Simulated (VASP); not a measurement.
Here is the system:

```xyz
1
Lattice="-1.6116 1.6116 2.4860 1.6116 -1.6116 2.4860 1.6116 1.6116 -2.4860" Properties=species:S:1:pos:R:3 pbc="T T T"
In     0.0000     0.0000     0.0000
```

Calculation: vdW-DF-cx, VASP's PBE PAW potentials (set 64) (plane waves; VASP). Numerical set-up: 520 eV cut-off, Gaussian smearing of 0.050 eV, potentials In_d.

Unless said otherwise, spin-orbit coupling is left out, though it shifts the bands of the heavy elements here.

Problem. What does the run give for the band gap (along the path) with the smallest direct gap where there is one?

Solution. 
```
Item                                                          Value
-------------------------  ----------------------------------------
band gap (along the path)  none (metal, semimetal or under 0.01 eV)
```

The absolute energy has meaning only against runs of the same code, potentials and settings.

The compound is In in the bct structure. It was relaxed first.
